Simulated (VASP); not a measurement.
Level of theory: PBE GGA, VASP's PBE PAW potentials (set 64) (plane waves; VASP 6.6.1).

VASP input:

### INCAR
```
PSTRESS  =  200   # kbar
PREC  =  Accurate
GGA  =  PE   # PBE
LASPH  =  .TRUE.
LWAVE  =  .FALSE.
ENCUT  =  500   # plane-wave cut-off (eV)
IBRION  =  2   # conjugate gradients
EDIFFG  =  -0.02   # ionic stop
ISMEAR  =  1
ALGO  =  Normal   # blocked Davidson
SYSTEM  =  Nb3Sn
LCHARG  =  .FALSE.
SIGMA  =  0.1   # width (eV)
EDIFF  =  1E-6
NSW  =  40
LMAXMIX  =  4
LREAL  =  .FALSE.   # projection in real space or not
NELM  =  100   # most electronic steps
ISIF  =  3
```

File POSCAR:
```
Nb3Sn
1.0
  5.2203980735   0.0000000000   0.0000000000
  0.0000000000   5.2203980735   0.0000000000
  0.0000000000   0.0000000000   5.2203980735
Nb Sn
6 2
direct
  0.2500000000   0.0000000000   0.5000000000
  0.5000000000   0.2500000000   0.0000000000
  0.5000000000   0.7500000000   0.0000000000
  0.7500000000   0.0000000000   0.5000000000
  0.0000000000   0.5000000000   0.7500000000
  0.0000000000   0.5000000000   0.2500000000
  0.5000000000   0.5000000000   0.5000000000
  0.0000000000   0.0000000000   0.0000000000
```

**KPOINTS**
```
Automatic mesh
0
Gamma
6 6 6
0 0 0
```

POTCAR, in this order: Nb_sv Sn_d (PBE.64 set). Program: vasp_std.

What VASP printed:

File OSZICAR:
```
       N       E                     dE             d eps       ncg     rms          rms(c)
DAV:   1     0.178679580165E+04    0.17868E+04   -0.50349E+04  2624   0.221E+03
DAV:   2     0.218607787354E+03   -0.15682E+04   -0.15363E+04  2536   0.818E+02
DAV:   3    -0.387737266832E+02   -0.25738E+03   -0.24733E+03  3303   0.278E+02
DAV:   4    -0.703002434141E+02   -0.31527E+02   -0.30792E+02  3896   0.853E+01
DAV:   5    -0.727715798733E+02   -0.24713E+01   -0.24482E+01  4504   0.215E+01    0.188E+01
DAV:   6    -0.703294927247E+02    0.24421E+01   -0.87322E+00  3737   0.151E+01    0.636E+00
DAV:   7    -0.701141431827E+02    0.21535E+00   -0.18055E+00  3968   0.689E+00    0.269E+00
DAV:   8    -0.701250313474E+02   -0.10888E-01   -0.26273E-01  4114   0.276E+00    0.567E-01
DAV:   9    -0.701258906399E+02   -0.85929E-03   -0.40302E-02  4000   0.112E+00    0.406E-01
DAV:  10    -0.701266552311E+02   -0.76459E-03   -0.64075E-03  4257   0.390E-01    0.618E-02
DAV:  11    -0.701265887976E+02    0.66433E-04   -0.52458E-04  3480   0.121E-01    0.252E-02
DAV:  12    -0.701265729029E+02    0.15895E-04   -0.44684E-05  4057   0.376E-02    0.624E-03
DAV:  13    -0.701265729047E+02   -0.18390E-08   -0.48716E-06  2632   0.123E-02
   1 F= -.52367092E+02 E0= -.52364937E+02  d E =-.523671E+02
       N       E                     dE             d eps       ncg     rms          rms(c)
DAV:   1    -0.904613665523E+02   -0.20335E+02   -0.82496E+02  2534   0.229E+02    0.399E+01
DAV:   2    -0.717191944096E+02    0.18742E+02   -0.81332E+01  3068   0.795E+01    0.181E+01
DAV:   3    -0.655098339175E+02    0.62094E+01   -0.37744E+01  3690   0.370E+01    0.120E+01
DAV:   4    -0.656553225097E+02   -0.14549E+00   -0.39532E+00  3442   0.102E+01    0.528E+00
DAV:   5    -0.658679744527E+02   -0.21265E+00   -0.87336E-01  4315   0.417E+00    0.338E+00
DAV:   6    -0.659576927814E+02   -0.89718E-01   -0.14782E-01  3874   0.169E+00    0.124E+00
DAV:   7    -0.659839035478E+02   -0.26211E-01   -0.11521E-01  4355   0.121E+00    0.252E-01
DAV:   8    -0.659834380574E+02    0.46549E-03   -0.56739E-03  3960   0.410E-01    0.226E-01
DAV:   9    -0.659835427568E+02   -0.10470E-03   -0.10558E-03  4027   0.203E-01    0.596E-02
DAV:  10    -0.659835377980E+02    0.49588E-05   -0.15499E-04  3736   0.698E-02    0.381E-02
DAV:  11    -0.659835294497E+02    0.83483E-05   -0.26953E-05  3744   0.362E-02    0.141E-02
DAV:  12    -0.659835260600E+02    0.33897E-05   -0.41596E-06  2472   0.136E-02    0.146E-03
DAV:  13    -0.659835257123E+02    0.34769E-06   -0.77788E-07  1760   0.676E-03
   2 F= -.50953795E+02 E0= -.50954042E+02  d E =0.141330E+01
       N       E                     dE             d eps       ncg     rms          rms(c)
DAV:   1    -0.803584615866E+02   -0.14375E+02   -0.45672E+02  2565   0.194E+02    0.216E+01
DAV:   2    -0.736227086675E+02    0.67358E+01   -0.50859E+01  3250   0.536E+01    0.151E+01
DAV:   3    -0.694034456570E+02    0.42193E+01   -0.27061E+01  3745   0.305E+01    0.602E+00
DAV:   4    -0.693991243706E+02    0.43213E-02   -0.26223E+00  3502   0.717E+00    0.268E+00
DAV:   5    -0.695304578174E+02   -0.13133E+00   -0.35890E-01  4376   0.272E+00    0.274E+00
DAV:   6    -0.695480623848E+02   -0.17605E-01   -0.42396E-02  3573   0.974E-01    0.215E+00
DAV:   7    -0.695762214121E+02   -0.28159E-01   -0.16044E-01  3572   0.194E+00    0.397E-01
DAV:   8    -0.695783047873E+02   -0.20834E-02   -0.14055E-02  3857   0.559E-01    0.129E-01
DAV:   9    -0.695783941019E+02   -0.89315E-04   -0.10116E-03  3954   0.142E-01    0.108E-01
DAV:  10    -0.695783799663E+02    0.14136E-04   -0.11070E-04  3600   0.585E-02    0.392E-02
DAV:  11    -0.695783763829E+02    0.35834E-05   -0.17960E-05  3682   0.198E-02    0.234E-02
DAV:  12    -0.695783764834E+02   -0.10043E-06   -0.17578E-06  2056   0.995E-03
   3 F= -.52574252E+02 E0= -.52573041E+02  d E =-.207161E+00
       N       E                     dE             d eps       ncg     rms          rms(c)
DAV:   1    -0.695483723484E+02    0.30004E-01   -0.11779E-01  2634   0.290E+00    0.383E-01
DAV:   2    -0.695461833862E+02    0.21890E-02   -0.12389E-02  3229   0.882E-01    0.223E-01
DAV:   3    -0.695452190604E+02    0.96433E-03   -0.70270E-03  3734   0.499E-01    0.129E-01
DAV:   4    -0.695452015627E+02    0.17498E-04   -0.78668E-04  3414   0.138E-01    0.484E-02
DAV:   5    -0.695452462368E+02   -0.44674E-04   -0.91924E-05  4072   0.455E-02    0.410E-02
DAV:   6    -0.695452636296E+02   -0.17393E-04   -0.19786E-05  3384   0.193E-02    0.236E-02
DAV:   7    -0.695452832686E+02   -0.19639E-04   -0.24244E-05  3721   0.195E-02    0.384E-03
DAV:   8    -0.695452804698E+02    0.27988E-05   -0.21397E-06  2007   0.890E-03    0.247E-03
DAV:   9    -0.695452807768E+02   -0.30703E-06   -0.30277E-07  1596   0.458E-03
   4 F= -.52574715E+02 E0= -.52573565E+02  d E =-.207623E+00
```

File OUTCAR:
```
------------------------ aborting loop because EDIFF is reached ----------------------------------------
  FORCE on cell =-STRESS in cart. coord.  units (eV):
  Direction    XX          YY          ZZ          XY          YZ          ZX
  --------------------------------------------------------------------------------------
  Total       16.9431680     16.9431680     16.9431680     -0.0000000     -0.0000000      0.0000000
  in kB      199.6771109    199.6771109    199.6771109     -0.0000000     -0.0000000      0.0000000
  external PRESSURE =      -0.3228891 kB  Pullay stress =     200.0000000 kB
  volume of cell :      135.95
      direct lattice vectors                 reciprocal lattice vectors
     5.141923821 -0.000000000  0.000000000     0.194479738  0.000000000 -0.000000000
    -0.000000000  5.141923821 -0.000000000     0.000000000  0.194479738 -0.000000000
     0.000000000  0.000000000  5.141923821    -0.000000000  0.000000000  0.194479738
 POSITION                                       TOTAL-FORCE (eV/Angst)
 -----------------------------------------------------------------------------------
      1.28548      0.00000      2.57096        -0.000000      0.000000     -0.000000
      2.57096      1.28548      5.14192        -0.000000     -0.000000      0.000000
      2.57096      3.85644      0.00000        -0.000000     -0.000000     -0.000000
      3.85644     -0.00000      2.57096         0.000000     -0.000000      0.000000
      0.00000      2.57096      3.85644        -0.000000     -0.000000      0.000000
      5.14192      2.57096      1.28548         0.000000      0.000000     -0.000000
      2.57096      2.57096      2.57096         0.000000     -0.000000      0.000000
      0.00000      0.00000      5.14192         0.000000     -0.000000      0.000000
 -----------------------------------------------------------------------------------
    total drift:                                0.000000     -0.000000     -0.000000
  FREE ENERGIE OF THE ION-ELECTRON SYSTEM (eV)
  ---------------------------------------------------
  free  energy   TOTEN  =       -69.5452807768 eV

  energy  without entropy=      -69.5418328803  energy(sigma->0) =      -69.54413148
  enthalpy is  TOTEN    =       -52.5747147541 eV   P V=       16.9705660228

 reached required accuracy - stopping structural energy minimisation
```
(Selected blocks of OUTCAR.)

CONTCAR:
```
Nb3Sn
   1.00000000000000
     5.1419238206580493   -0.0000000000000000    0.0000000000000000
    -0.0000000000000000    5.1419238206580493   -0.0000000000000000
     0.0000000000000000    0.0000000000000000    5.1419238206580493
  Nb              Sn
     6     2
Direct
     0.2500000000000000    0.0000000000000000    0.5000000000000000
     0.5000000000000000    0.2500000000000000    1.0000000000000000
     0.5000000000000000    0.7500000000000000    0.0000000000000000
     0.7500000000000000    0.0000000000000000    0.5000000000000000
     0.0000000000000000    0.5000000000000000    0.7500000000000000
     1.0000000000000000    0.5000000000000000    0.2500000000000000
     0.5000000000000000    0.5000000000000000    0.5000000000000000
     0.0000000000000000    0.0000000000000000    1.0000000000000000
```

**OUTCAR**
```
 val. band max:       12.6260811113   @ k =   0.1667   0.0000   0.0000

 cond. band min:      12.6323537717   @ k =   0.5000   0.3333   0.3333


 Fermi energy:        12.6266126533

 k-point     1 :       0.0000    0.0000    0.0000
  band No.  band energies     occupation
      1     -41.8138      2.00000
      2     -41.7091      2.00000
      3     -41.7091      2.00000
      4     -41.4144      2.00000
      5     -41.4144      2.00000
      6     -41.4144      2.00000
      7     -18.9782      2.00000
      8     -18.9782      2.00000
      9     -18.7841      2.00000
     10     -18.0870      2.00000
     11     -18.0870      2.00000
     12     -18.0870      2.00000
     13     -17.6210      2.00000
     14     -17.6210      2.00000
     15     -17.6210      2.00000
     16     -17.5834      2.00000
     17     -17.5834      2.00000
     18     -17.5834      2.00000
     19     -17.4663      2.00000
     20     -17.4663      2.00000
     21     -17.4663      2.00000
     22     -16.7365      2.00000
     23     -16.7365      2.00000
     24     -16.7365      2.00000
     25      -8.2459      2.00000
     26      -8.2459      2.00000
     27      -8.2231      2.00000
     28      -8.2231      2.00000
     29      -8.1913      2.00000
     30      -8.1913      2.00000
     31      -8.1913      2.00000
     32      -8.1885      2.00000
     33      -8.1885      2.00000
     34      -8.1885      2.00000
     35       2.9802      2.00000
     36       4.5788      2.00000
     37       8.6885      2.00000
     38       8.6885      2.00000
     39       8.6885      2.00000
     40       9.0906      2.00000
     41       9.0906      2.00000
     42       9.0906      2.00000
     43       9.6773      2.00000
     44       9.6773      2.00000
     45      10.1428      2.00000
     46      10.7341      2.00000
     47      10.7341      2.00000
     48      10.7341      2.00000
     49      11.0100      2.00000
     50      12.0066      2.00000
     51      12.0066      2.00000
...
```

Energy and stress use the plane-wave basis of the starting cell. Unless said otherwise, spin-orbit coupling is left out, though it shifts the bands of the heavy elements here.

The compound is Nb3Sn in the A15 structure. This run relaxes it under an external pressure of 20 GPa. Symmetry was kept, so distortions that lower it aren't found.
